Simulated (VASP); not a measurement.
An input for Quantum ESPRESSO's pw.x (written as the equivalent of a VASP run, and not itself run):

```
&CONTROL
  calculation = 'vc-relax'
  pseudo_dir = './pseudo'
  outdir = './out'
  tprnfor = .true.
  tstress = .true.
  nstep = 60
  forc_conv_thr = 0.00039
/
&SYSTEM
  ibrav = 0
  nat = 1
  ntyp = 1
  ecutwfc = 68
  occupations = 'smearing'
  smearing = 'methfessel-paxton'
  degauss = 0.00735
  input_dft = 'vdw-df-obk8'
/
&ELECTRONS
  conv_thr = 7.3e-08
  electron_maxstep = 100
/
&IONS
/
&CELL
/
ATOMIC_SPECIES
  Ir 192.217 Ir.upf
CELL_PARAMETERS angstrom
    -0.0000000    1.9425780    1.9425780
     1.9425780   -0.0000000    1.9425780
     1.9425780    1.9425780    0.0000000
ATOMIC_POSITIONS crystal
  Ir   0.0000000  0.0000000  0.0000000
K_POINTS automatic
  15 15 15 0 0 0
```

Q: Write the VASP files for the same calculation (optB88-vdW).

A: One answer among several that fit: 
**POSCAR**
```
Ir
1.0
  0.0000000000   1.9425779555   1.9425779555
  1.9425779555   0.0000000000   1.9425779555
  1.9425779555   1.9425779555   0.0000000000
Ir
1
Cartesian
  0.0000000000   0.0000000000   0.0000000000
```

File KPOINTS:
```
Automatic mesh
0
G
  15 15 15
```

INCAR:
```
SYSTEM  =  Ir
PREC  =  Accurate; ENCUT  =  520; LREAL  =  .FALSE.
LASPH  =  .TRUE.
EDIFF  =  1E-6; NELM  =  100; ALGO  =  Normal
LMAXMIX  =  6
ISMEAR  =  1; SIGMA  =  0.1
GGA  =  BO; LUSE_VDW  =  .TRUE.; AGGAC  =  0.0
PARAM1  =  0.1833333333; PARAM2  =  0.22
IBRION  =  2; NSW  =  60; ISIF  =  3
EDIFFG  =  -0.01
LWAVE  =  .FALSE.; LCHARG  =  .FALSE.
```

POTCAR, in this order: Ir (PBE.64 set). Program: vasp_std.

The two are equivalent in intent, not identical: the potentials are each code's own (VASP's PAW set, PseudoDojo norm-conserving files in pw.x), so ENCUT and ecutwfc are chosen apart and not converted; conv_thr bounds pw.x's estimated SCF error, while EDIFF bounds the energy change between steps; forc_conv_thr acts on force components and is met together with etot_conv_thr.

The compound is Ir in the fcc structure. It was relaxed first. The start is the result of an earlier pass.
